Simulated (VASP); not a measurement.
VASP ran on this input.

### INCAR
```
LREAL = .False.   # projection in real space or not
NEDOS = 601   # DOS grid
LCHARG = .True.
ALGO = Normal
LWAVE = .False.
ISMEAR = -5   # tetrahedra, Bloechl
LORBIT = 11
PREC = Accurate
LMAXMIX = 4   # l cut-off of mixed one-centre charges
SYSTEM = AgSbTeSe
ENCUT = 400   # plane-wave cut-off (eV)
NELM = 100
LASPH = .True.   # aspherical one-centre terms
GGA = PS   # PBEsol
ISIF = 2   # forces and stress, cell fixed
EDIFF = 1E-7   # SCF stop (eV)
LEFG = .True.
```

KPOINTS:
```
Automatic mesh
0
Gamma
 8 8 6
0 0 0
```

**POSCAR**
```
AgSbTeSe
1
    4.1053574345    -0.0000000000    -0.0000000000
    0.0000000000     4.1053574345     0.0000000000
   -0.0000000000    -0.0000000000     5.8863454748
Ag Sb Te Se
1 1 1 1
Direct
  0.0000000000   0.0000000000   0.0000000000
  0.5000000000   0.5000000000   0.5000000000
  0.5000000000   0.5000000000   0.0000000000
  0.0000000000   0.0000000000   0.5000000000
```

POTCAR, in this order: Ag Sb Te Se (PBE.64 set). Program: vasp_std.

Question: Translate this PBEsol calculation to Ansatz.

Answer: One equivalent input (not run):
Ansatz 0.2 input:
```yaml
crystal:
  lattice:
    - [4.1053574, 0.0000000, 0.0000000]
    - [0.0000000, 4.1053574, 0.0000000]
    - [0.0000000, 0.0000000, 5.8863455]
  atoms:
    - { symbol: Ag, position: [0.0000000, 0.0000000, 0.0000000] }
    - { symbol: Sb, position: [0.5000000, 0.5000000, 0.5000000] }
    - { symbol: Te, position: [0.5000000, 0.5000000, 0.0000000] }
    - { symbol: Se, position: [0.0000000, 0.0000000, 0.5000000] }
kpoints:
  mp_grid: { grid: [8, 8, 6] }
hamiltonian:
  xc: pbesol
  pseudopotentials: { kind: paw }
scf:
  occupations: { method: tetrahedron }
  max_iter: 100
output: { forces: true, stress: true, eigenvalues: true }
```
What does not carry over: each code has its own PAW files, so the cut-off isn't converted (ENCUT is set for VASP's; basis.ecutwfc is left out, and Ansatz then takes the one that its files recommend); Ansatz stops its SCF on the density residual and VASP on the energy change (EDIFF); the field gradients of LEFG aren't asked of the other code.

The structure comes from a computed database's AgSbTeSe entry (P4/mmm); how it stands against other phases isn't given here. It was relaxed first, which changed the volume by -6 %.
